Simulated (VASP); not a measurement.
Given:

```
CELL_PARAMETERS angstrom
      0.00000     2.69255     2.69255
      2.69255     0.00000     2.69255
      2.69255     2.69255     0.00000
ATOMIC_POSITIONS crystal
  Si 0.00000 0.00000 0.00000
  Si 0.25000 0.25000 0.25000
```

The numbers are results of RPBE GGA, VASP's PBE PAW potentials (set 64) (plane waves; VASP 6.6.1), not measurements. Numerical set-up: 520 eV cut-off, 8×8×8 Γ-centred mesh, Gaussian smearing of 0.050 eV, potentials Si.

The job: Si (diamond), 2 atoms, RPBE, static run, 520 eV, 8×8×8 Γ-centred mesh. Roughly how much core time does it take on a busy server core?

About 6 core-seconds (one run on a shared machine, a rough figure). It had 29 irreducible k-points, 8 bands, up to 1067 plane waves and 12 electronic steps.

The compound is Si in the diamond structure. This cell is one point of a volume scan, at 0.94 of the reference volume.
